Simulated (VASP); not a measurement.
```
VGe
1.0
    2.87569     0.00000     0.00000
   -1.43784     2.49042     0.00000
    0.00000     0.00000     7.79148
V Ge
2 2
Direct
  0.00000   0.00000   0.00000
  0.00000   0.00000   0.50000
  0.33333   0.66667   0.25000
  0.66667   0.33333   0.75000
```

These are PBEsol GGA, VASP's PBE PAW potentials (set 64) (plane waves; VASP) values and carry that method's errors. Settings: 400 eV cut-off, Gaussian smearing of 0.050 eV, potentials V_sv Ge_d.

Question: What does the run give for the band gap (along the path) with the smallest direct gap where there is one?

Answer: 
```json
{
  "band gap (along the path)": "none (metal, semimetal or under 0.01 eV)"
}
```

Total energies compare only between runs with the same potentials, cut-off and functional.

The structure was generated: VGe was put into the NiAs type (P6_3/mmc), which need not be its known phase. It was relaxed first, which changed the volume by -17 %. The run is not spin-polarised, so no magnetic state was tried.
